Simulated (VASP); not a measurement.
OSZICAR of a VASP run on HfO2 (relaxed from the tetragonal-ZrO2 structure, space group P4_2/nmc):

File OSZICAR:
```
       N       E                     dE             d eps       ncg     rms          rms(c)
DAV:   1     0.191936310180E+03    0.19194E+03   -0.26403E+04  1560   0.174E+03
DAV:   2    -0.147331151470E+03   -0.33927E+03   -0.33410E+03  2030   0.415E+02
DAV:   3    -0.160909736783E+03   -0.13579E+02   -0.13552E+02  1812   0.806E+01
DAV:   4    -0.161064586397E+03   -0.15485E+00   -0.15475E+00  2096   0.931E+00
DAV:   5    -0.161065995249E+03   -0.14089E-02   -0.14085E-02  1962   0.815E-01    0.826E+01
DAV:   6    -0.140088667217E+03    0.20977E+02   -0.40895E+01  1884   0.378E+01    0.626E+01
DAV:   7    -0.137570790444E+03    0.25179E+01   -0.42385E+00  1900   0.162E+01    0.227E+01
DAV:   8    -0.142477776384E+03   -0.49070E+01   -0.28963E+00  1650   0.144E+01    0.761E+00
DAV:   9    -0.135761916023E+03    0.67159E+01   -0.27461E+00  1580   0.109E+01    0.724E+00
DAV:  10    -0.137191907336E+03   -0.14300E+01   -0.12411E+00  1574   0.869E+00    0.220E+00
DAV:  11    -0.137188629683E+03    0.32777E-02   -0.15368E-02  1944   0.112E+00    0.862E-01
DAV:  12    -0.137260613645E+03   -0.71984E-01   -0.92031E-03  1586   0.924E-01    0.322E-01
DAV:  13    -0.137302053316E+03   -0.41440E-01   -0.17318E-02  1572   0.126E+00    0.305E-01
DAV:  14    -0.137301515206E+03    0.53811E-03   -0.60213E-04  1992   0.242E-01    0.325E-01
DAV:  15    -0.137305224602E+03   -0.37094E-02   -0.10113E-03  1572   0.329E-01    0.579E-02
DAV:  16    -0.137305263166E+03   -0.38564E-04   -0.19065E-04  1574   0.108E-01    0.640E-02
DAV:  17    -0.137305374869E+03   -0.11170E-03   -0.17876E-05  1634   0.482E-02    0.449E-02
DAV:  18    -0.137305470596E+03   -0.95727E-04   -0.56480E-05  1566   0.663E-02    0.209E-02
DAV:  19    -0.137305476664E+03   -0.60687E-05   -0.65915E-06  1840   0.221E-02    0.135E-02
DAV:  20    -0.137305474282E+03    0.23826E-05   -0.12292E-06  1624   0.109E-02    0.893E-03
DAV:  21    -0.137305477278E+03   -0.29957E-05   -0.10825E-06  1578   0.962E-03    0.109E-03
DAV:  22    -0.137305477263E+03    0.14264E-07   -0.48270E-08   992   0.225E-03
   1 F= -.13730548E+03 E0= -.13730548E+03  d E =0.000000E+00
       N       E                     dE             ncg
       N       E                     dE             ncg
```

Problem. Which electronic solver shows in the log?

Solution. It is blocked Davidson (ALGO = Normal, or the opening steps of other solvers). The INCAR had ALGO = Normal.

Problem. Can the final energy be trusted as converged?

Solution. Self-consistency was reached. It stopped with EDIFF = 1E-7, NELM = 100 (r2SCAN meta-GGA, plane waves, VASP's PBE PAW potentials (set 64)).

The structure was generated: HfO2 was put into the tetragonal-ZrO2 type (P4_2/nmc), which need not be its known phase. It was relaxed first.
